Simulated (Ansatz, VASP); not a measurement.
# Cross-check of Zn23Sb8N24 (V_Zn hop (3.1 A)) between VASP and Ansatz

Wanted: the spread between two codes on one cell, functional and k mesh. The cell is taken from a series of runs on this material, whose earlier steps may have relaxed, scaled, displaced or heated it; both programs get it as it stands.

Main program and level: Ansatz 0.2.0; plane waves, with VASP 6.6.1 beside it; LDA.

## (1) Starting point

The cell holds 55 atoms: 23 Zn, 8 Sb and 24 N. Cell: a = 9.402 Å, b = 9.402 Å, c = 11.075 Å, α = 114.5°, β = 114.5°, γ = 88.1°. It derives from Zn3SbN3 (Zn3SbN3 (Cm)). Nearest the centre at fractional (0.761, 0.650, 0.340): N51 at 1.30 Å, Zn19 at 1.41 Å, Zn20 at 2.46 Å, N52 at 2.48 Å, N50 at 2.64 Å, Zn15 at 2.74 Å, N38 at 2.81 Å, Sb28 at 3.03 Å.

As a file:

```xyz
55
Lattice="6.7597 -6.5343 0.0061 6.7597 6.5343 0.0061 -6.3964 0.0000 9.0407" Properties=species:S:1:pos:R:3 pbc="T T T"
Zn   -0.4195    0.0008    4.0008
Zn    1.5386   -1.4473    2.1597
Zn    1.5396    1.4496    2.1592
Zn   -3.6074    0.0006    8.4974
Zn   -1.5955   -1.4514    6.7054
Zn   -1.5946    1.4546    6.7051
Zn    2.9600    3.2808    3.9742
Zn    5.0341    1.8531    2.1805
Zn    4.9619    4.7310    2.1951
Zn   -0.2299    3.2716    8.5181
Zn    1.7835    1.8654    6.7295
Zn    1.7827    4.7224    6.6838
Zn    2.9611   -3.2780    3.9735
Zn    4.9642   -4.7295    2.1942
Zn    5.0334   -1.8522    2.1797
Zn   -0.2286   -3.2700    8.5162
Zn    1.7835   -4.7205    6.6828
Zn    1.7832   -1.8630    6.7286
Zn    8.2891   -1.3914    2.2594
Zn    8.2909    1.3938    2.2579
Zn    3.1726    0.0002    8.5205
Zn    5.1778   -1.4587    6.6568
Zn    5.1790    1.4607    6.6550
Sb    3.3596    0.0010    4.3715
Sb    6.3728    0.0007    0.0301
Sb    6.5225    3.2438    4.5366
Sb    9.7137    3.2619    0.0133
Sb    6.5217   -3.2429    4.5379
Sb    9.7124   -3.2614    0.0139
Sb    9.9130    0.0020    4.5688
Sb    6.7035    0.0010    9.0382
N    -0.0890    1.7152    3.1948
N    -0.0905   -1.7134    3.1943
N     1.4382    0.0007    0.8431
N    -3.2635    1.7354    7.6879
N    -3.2640   -1.7343    7.6878
N    -1.7444    0.0013    5.4006
N     3.2954    5.0170    3.1816
N     3.3007    1.5714    3.0869
N     4.8127    3.2926    0.8627
N     0.1158    4.9949    7.6790
N     0.1221    1.5379    7.7023
N     1.6392    3.2559    5.3777
N     3.3004   -1.5685    3.0858
N     3.2973   -5.0139    3.1807
N     4.8142   -3.2910    0.8615
N     0.1219   -1.5358    7.7015
N     0.1166   -4.9937    7.6779
N     1.6399   -3.2536    5.3768
N     6.6643    1.8234    3.1335
N     6.6624   -1.8222    3.1350
N     8.2332    0.0001    0.8761
N     3.5137    1.7274    7.6819
N     3.5127   -1.7272    7.6823
N     5.0565    0.0003    5.3692
```

## (2) Ansatz: single point, LDA, pair 1

Ansatz runs on its default PAW (the set named soft_2) files.

With cell and atoms fixed, the geometry can't cause a difference; cores, projectors, grids and the points listed under the comparison can.

input.yaml

```yaml
crystal:
  lattice:
    - [6.75971426, -6.53433939, 0.00612541]
    - [6.75971426, 6.53433939, 0.00612541]
    - [-6.39637934, 0.0, 9.04065438]
  atoms:
    - { symbol: Zn, position: [0.17817685, 0.17829542, 0.44229804] }
    - { symbol: Zn, position: [0.33742794, 0.11594383, 0.23858114] }
    - { symbol: Zn, position: [0.11580896, 0.33764843, 0.23851987] }
    - { symbol: Sb, position: [0.47689633, 0.47704554, 0.48289402] }
    - { symbol: "N", position: [0.02926079, 0.29175272, 0.35316311] }
    - { symbol: "N", position: [0.29147807, 0.02926009, 0.35310404] }
    - { symbol: "N", position: [0.15035302, 0.15045345, 0.09305027] }
    - { symbol: Zn, position: [0.1777111, 0.17780036, 0.93967368] }
    - { symbol: Zn, position: [0.34380944, 0.12168569, 0.7413815] }
    - { symbol: Zn, position: [0.12149002, 0.344105, 0.74134452] }
    - { symbol: Sb, position: [0.47259275, 0.47270728, 1.00268373] }
    - { symbol: "N", position: [0.02804019, 0.29362775, 0.85015039] }
    - { symbol: "N", position: [0.29350464, 0.0280848, 0.85013854] }
    - { symbol: "N", position: [0.15340157, 0.15360491, 0.59715816] }
    - { symbol: Zn, position: [0.1756098, 0.67769465, 0.43901518] }
    - { symbol: Zn, position: [0.34436553, 0.62795941, 0.24052863] }
    - { symbol: Zn, position: [0.1195684, 0.84359504, 0.24214605] }
    - { symbol: Sb, position: [0.47118844, 0.96761921, 0.50082495] }
    - { symbol: "N", position: [0.02610357, 0.79388915, 0.35136907] }
    - { symbol: "N", position: [0.28518609, 0.52567602, 0.34089317] }
    - { symbol: "N", position: [0.14892828, 0.6528229, 0.09488356] }
    - { symbol: Zn, position: [0.17816263, 0.6788346, 0.94162163] }
    - { symbol: Zn, position: [0.34104775, 0.62652302, 0.74370273] }
    - { symbol: Zn, position: [0.1199824, 0.84268894, 0.73865254] }
    - { symbol: Sb, position: [0.46913588, 0.96833426, 1.0005001] }
    - { symbol: "N", position: [0.02796541, 0.79237493, 0.84882993] }
    - { symbol: "N", position: [0.29417578, 0.52953354, 0.85140834] }
    - { symbol: "N", position: [0.15328124, 0.6515573, 0.59429023] }
    - { symbol: Zn, position: [0.6775287, 0.1758684, 0.43893706] }
    - { symbol: Zn, position: [0.84360741, 0.11982201, 0.24205494] }
    - { symbol: Zn, position: [0.62779407, 0.34433561, 0.24044047] }
    - { symbol: Sb, position: [0.96755932, 0.4712686, 0.50096725] }
    - { symbol: "N", position: [0.52537513, 0.28532807, 0.34077285] }
    - { symbol: "N", position: [0.79374241, 0.02643105, 0.3512682] }
    - { symbol: "N", position: [0.65274888, 0.14909705, 0.09474496] }
    - { symbol: Zn, position: [0.67871139, 0.17828309, 0.94140894] }
    - { symbol: Zn, position: [0.84254902, 0.12013188, 0.73853691] }
    - { symbol: Zn, position: [0.62627549, 0.34115899, 0.74360098] }
    - { symbol: Sb, position: [0.96823228, 0.46910844, 1.00056043] }
    - { symbol: "N", position: [0.52931006, 0.29427908, 0.85131294] }
    - { symbol: "N", position: [0.79227688, 0.0280547, 0.84870398] }
    - { symbol: "N", position: [0.6513934, 0.15346386, 0.59419024] }
    - { symbol: Zn, position: [0.83736676, 0.62442589, 0.24892835] }
    - { symbol: Zn, position: [0.6243002, 0.83760265, 0.24875474] }
    - { symbol: Sb, position: [0.97156389, 0.97186455, 0.50403985] }
    - { symbol: "N", position: [0.51697662, 0.79602821, 0.34570714] }
    - { symbol: "N", position: [0.79587488, 0.51700661, 0.34587329] }
    - { symbol: "N", position: [0.65441044, 0.65442828, 0.09601554] }
    - { symbol: Zn, position: [0.680121, 0.68015243, 0.94154194] }
    - { symbol: Zn, position: [0.84251129, 0.61928073, 0.73533336] }
    - { symbol: Zn, position: [0.6191126, 0.84265372, 0.73512405] }
    - { symbol: Sb, position: [0.96814114, 0.96829718, 0.99841448] }
    - { symbol: "N", position: [0.52931909, 0.79367201, 0.84881009] }
    - { symbol: "N", position: [0.79359909, 0.52927913, 0.84885257] }
    - { symbol: "N", position: [0.65455639, 0.65460652, 0.59300538] }
basis:
  ecutwfc: 420
  xc_grid: 2
hamiltonian:
  xc: lda
kpoints:
  mp_grid: { grid: [1, 1, 1], shift: [0.25, 0.25, 0.25] }
scf:
  occupations: { method: fermi_dirac, width: 0.01 }
  max_iter: 150
output:
  forces: true
  eigenvalues: true
checkpoint:
  write: "../q0.start.lda.run"
  compress: false
  write_wavefunctions: false
  write_every: 100000
```

Run with:

```console
$ ansatz run input.yaml --threads 32 --pin off --max-ram 84787MiB --backend cuda --events-out ev --progress --plain --runs-dir out --max-vram 78GiB
```

The program printed:

```text
Engine: ansatz 0.2.0, aarch64-unknown-linux-gnu
[...]
Pseudopotential: Zn, paw, valence charge 12, recommended cutoff 420 eV (normal), Zn.paw.azcp
Pseudopotential: Sb, paw, valence charge 15, recommended cutoff 420 eV (normal), Sb.paw.azcp
Pseudopotential: N, paw, valence charge 5, recommended cutoff 420 eV (normal), N.paw.azcp
Functional definition: SPW92
[...]
Crystal: 55 atoms, lattice volume = 799.168 Å³
Basis set: ecut = 420 eV, 15649 PW (Γ), exchange–correlation on 128×128×150 points (8 copies of the dense FFT grid, shifted against one another)
Bands: 313, of which v1, the nominal top of the filled ones, is band 258 counted from 1 (257 counted from 0)
[...]
Space group: P1 (ITA 1), of the structure as read, at distance tolerance 9.3e-5 Å
[...]
SCF iter   2: F=—  HF=-134316.290977 eV  |F-HF|=—  |Δ(HF+E_count)|=   4.38e-1  Δρ=2.00e-2  dr2=5.01e0  ethr=6.94e-4  ⟨swp⟩=2.0  Hψ=583  notcnv=0  defer=50
preconditioner: auto → LDOS  [insulator: Δε(μ)=0.026 eV  Ē_g=14.153 eV  σ=0.010 eV  W_gap=0.57  n_scr=222 (ndim 8)  ℏωp=29.8 eV  f_vac=0.030  D(μ)=66.98/eV (n_scr^D=782)  ε∞_Penn≈5.4  β→1.0]
[...]
automatic band count: iteration 4 solves 299 bands in place of 313: the levels show a gap, and the empty bands left out lie too high to hold charge; the band table lists the bands solved (type scf.n_e [...]
[...]
SCF iter   7: F=—  HF=-134316.045735 eV  |F-HF|=—  |Δ(HF+E_count)|=   8.30e-4  Δρ=3.06e-4  dr2=9.91e-4  ethr=7.54e-7  ⟨swp⟩=2.0  Hψ=480  notcnv=0  defer=36
SCF iter   8: F=—  HF=-134316.042751 eV  |F-HF|=—  |Δ(HF+E_count)|=   2.98e-3  Δρ=1.12e-4  dr2=1.06e-4  ethr=1.92e-7  ⟨swp⟩=2.0  Hψ=311  notcnv=0  defer=36
[...]
SCF 1 converged in 15 iterations: F = -134316.045207 eV  dr2 = 4.68e-8
[...]
SCF converged after 15 iterations
[...]
--- Band table (eV) ---
[...]
```

## (3) VASP: single point, LDA, pair 1

The same cell, functional (in two slightly different forms), mesh and smearing now go to VASP, with its own data sets.

Lines of VASP's logs that name or quote its potential files are left out, and so is its time.

INCAR

```
SYSTEM = Zn23Sb8N24
PREC = Accurate
ENCUT = 520
EDIFF = 1E-06
NELM = 120
ISMEAR = -1
SIGMA = 0.01
LREAL = Auto
ALGO = Normal
GGA = PW92
NBANDS = 256
LORBIT = 11
LWAVE = .FALSE.
LCHARG = .FALSE.
ISIF = 2
ISYM = 0
LASPH = .TRUE.
GGA_COMPAT = .FALSE.
NCORE = 2
```

POSCAR

```
Zn23Sb8N24
1.0
    6.7597142595     -6.5343393903      0.0061254106
    6.7597142595      6.5343393903      0.0061254106
   -6.3963793386      0.0000000000      9.0406543823
Zn Sb N
23 8 24
Direct
    0.1781768524      0.1782954187      0.4422980434
    0.3374279433      0.1159438290      0.2385811427
    0.1158089594      0.3376484322      0.2385198656
    0.1777110951      0.1778003593      0.9396736839
    0.3438094390      0.1216856872      0.7413815022
    0.1214900157      0.3441049970      0.7413445150
    0.1756097985      0.6776946508      0.4390151785
    0.3443655262      0.6279594115      0.2405286329
    0.1195684044      0.8435950375      0.2421460461
    0.1781626308      0.6788346036      0.9416216348
    0.3410477492      0.6265230170      0.7437027285
    0.1199823983      0.8426889409      0.7386525409
    0.6775287033      0.1758683991      0.4389370579
    0.8436074123      0.1198220142      0.2420549390
    0.6277940749      0.3443356060      0.2404404678
    0.6787113867      0.1782830915      0.9414089360
    0.8425490205      0.1201318844      0.7385369071
    0.6262754938      0.3411589867      0.7436009835
    0.8373667575      0.6244258907      0.2489283473
    0.6243002010      0.8376026525      0.2487547439
    0.6801210036      0.6801524335      0.9415419368
    0.8425112935      0.6192807285      0.7353333649
    0.6191126041      0.8426537154      0.7351240533
    0.4768963315      0.4770455371      0.4828940158
    0.4725927470      0.4727072814      0.0026837291
    0.4711884364      0.9676192097      0.5008249478
    0.4691358828      0.9683342604      0.0005001020
    0.9675593236      0.4712686018      0.5009672511
    0.9682322807      0.4691084432      0.0005604300
    0.9715638934      0.9718645467      0.5040398496
    0.9681411444      0.9682971764      0.9984144764
    0.0292607868      0.2917527198      0.3531631064
    0.2914780739      0.0292600908      0.3531040356
    0.1503530183      0.1504534478      0.0930502680
    0.0280401882      0.2936277518      0.8501503892
    0.2935046423      0.0280847992      0.8501385437
    0.1534015726      0.1536049062      0.5971581571
    0.0261035741      0.7938891492      0.3513690707
    0.2851860888      0.5256760151      0.3408931739
    0.1489282781      0.6528228983      0.0948835640
    0.0279654147      0.7923749288      0.8488299347
    0.2941757833      0.5295335413      0.8514083443
    0.1532812407      0.6515572961      0.5942902320
    0.5253751309      0.2853280655      0.3407728492
    0.7937424111      0.0264310502      0.3512681958
    0.6527488801      0.1490970485      0.0947449623
    0.5293100580      0.2942790819      0.8513129376
    0.7922768788      0.0280547044      0.8487039751
    0.6513934029      0.1534638592      0.5941902390
    0.5169766211      0.7960282118      0.3457071416
    0.7958748780      0.5170066107      0.3458732925
    0.6544104365      0.6544282818      0.0960155440
    0.5293190907      0.7936720059      0.8488100872
    0.7935990922      0.5292791346      0.8488525695
    0.6545563851      0.6546065196      0.5930053764
```

KPOINTS

```
Points of the shifted mesh
1
Reciprocal
 0.2500000000  0.2500000000  0.2500000000 1
```

The projector-augmented-wave data sets are Zn, Sb and N (LDA family, release 64).

Run with:

```console
$ mpirun -np 8 vasp_std
```

The program printed:

```text
[banner, memory and clock lines left out]
running    8 mpi-ranks, on    1 nodes
[...]
|                                                                             |
|               ----> ADVICE to this user running VASP <----                  |
|                                                                             |
|     You enforced a specific xc type in the INCAR file but a different       |
|     [... a line on the potential file left out ...]
|     I HOPE YOU KNOW WHAT YOU ARE DOING!                                     |
|                                                                             |

 LDA part: xc-table for (Slater(with rela. corr.)+PW92), standard interpolation
 POSCAR, INCAR and KPOINTS ok, starting setup
[...]
entering main loop
       N       E                     dE             d eps       ncg     rms          rms(c)
DAV:   1     0.501975933729E+04    0.50198E+04   -0.18595E+05   512   0.215E+03
DAV:   2     0.864537260221E+03   -0.41552E+04   -0.40090E+04   512   0.568E+02
DAV:   3    -0.189202347506E+03   -0.10537E+04   -0.98774E+03   544   0.237E+02
DAV:   4    -0.346265907612E+03   -0.15706E+03   -0.15376E+03   584   0.911E+01
[...]
DAV:  19    -0.293475039660E+03    0.24212E-05   -0.89686E-05   616   0.398E-02    0.184E-02
DAV:  20    -0.293475037563E+03    0.20972E-05   -0.17489E-05   680   0.320E-02    0.841E-03
DAV:  21    -0.293475037561E+03    0.19572E-08   -0.66333E-06   568   0.138E-02
   1 F= -.29347504E+03 E0= -.29347223E+03  d E =-.560823E-02
```

OUTCAR, selected parts (step 3):

```text
  Total      -18.3052416    -11.6171204    -14.9027845      0.0007025      0.0210923      2.8601382
  in kB      -36.6984577    -23.2900723    -29.8771913      0.0014084      0.0422861      5.7340221
  external PRESSURE =     -29.9552404 kB  Pullay stress =       0.0000000 kB

 POSITION                                       TOTAL-FORCE (eV/Angst)
 -----------------------------------------------------------------------------------
     -0.41946      0.00077      4.00085        -0.099057      0.000894     -0.031046
      1.53861     -1.44725      2.15971         0.003360      0.112752      0.050838
      1.53958      1.44957      2.15915         0.003292     -0.114723      0.051339
     -3.60735      0.00058      8.49744        -0.086344      0.000492     -0.024803
     -1.59554     -1.45143      6.70543        -0.000648      0.113748      0.065424
     -1.59463      1.45464      6.70509        -0.003769     -0.116122      0.066467
      2.95999      3.28079      3.97421        -0.086492      0.011649     -0.033659
      5.03413      1.85310      2.18049        -0.008434      0.116606      0.050339
      4.96185      4.73104      2.19506        -0.012428     -0.108018      0.061795
     -0.22991      3.27156      8.51813        -0.086557      0.003434     -0.035306
      1.78350      1.86539      6.72949        -0.013022      0.110696      0.064246
      1.78268      4.72241      6.68380        -0.016852     -0.114869      0.068495
      2.96111     -3.27802      3.97351        -0.088521     -0.012043     -0.035175
      4.96423     -4.72946      2.19424        -0.014858      0.108762      0.061351
[...]
-----------------------------------------------------------------------------------
    total drift:                               -0.018708      0.002689     -0.020817

  FREE ENERGIE OF THE ION-ELECTRON SYSTEM (eV)
  ---------------------------------------------------
  free  energy   TOTEN  =      -293.4750375607 eV

  energy  without entropy=     -293.4694293265  energy(sigma->0) =     -293.47223344

[... 3 further parts left out ...]
[key lines of the parts left out:]
E-fermi :   3.3673
```

The run ends at a pressure of -3.00 GPa, with forces up to 0.20 eV/Å.

## (4) Comparison

Known differences besides the potentials themselves: the data sets hold 516 valence electrons in Ansatz (on its default PAW (the set named soft_2) files) and 436 in VASP; the cutoff is 420 eV in Ansatz and 520 eV in VASP (PREC = Accurate, projectors in real space); VASP's log shows a relativistic correction to its local exchange, Ansatz's none. Total energies have different zeros and are not compared.

Compared:

| quantity | Ansatz | VASP | difference |
| --- | --- | --- | --- |
| gap on the k mesh (eV) | 0.067 | 0.069 | -0.001 |

Forces on 7 of the 55 atoms, those with the largest forces and the largest differences (eV/Å; atoms numbered as in POSCAR):

| atom | Ansatz x, y, z | VASP x, y, z |
| --- | --- | --- |
| Sb24 | 0.168, 0.000, -0.113 | 0.025, 0.000, -0.058 |
| Sb26 | 0.163, -0.005, -0.124 | 0.058, 0.028, -0.010 |
| Sb27 | 0.178, -0.004, -0.136 | 0.059, -0.007, -0.053 |
| Sb28 | 0.164, 0.003, -0.126 | 0.060, -0.029, -0.013 |
| Sb29 | 0.180, 0.004, -0.138 | 0.063, 0.006, -0.057 |
| Sb30 | 0.154, 0.000, -0.136 | 0.045, 0.001, -0.048 |
| N55 | -0.176, -0.001, 0.180 | -0.037, -0.002, 0.194 |

The forces differ by 40 meV/Å r.m.s., which is 61.8 % of the r.m.s. force of 0.065 eV/Å (both taken over all components). A gap on the mesh is an upper bound, since the band edges may lie between its points.

[end of part 1 of 3]

[Lines on the potential files, build, host, timing and source positions are cut from VASP's logs without a mark.]

[Logs are printed without paths, hosts, clocks, repeated set-up lines and the standing remarks that a program may print on its own settings, such as how far it seeks lower states.]

[Hosts, paths, dates, database ids (printed as entryN), source tags and the programs' standing remarks are cut or masked in the printed files.]
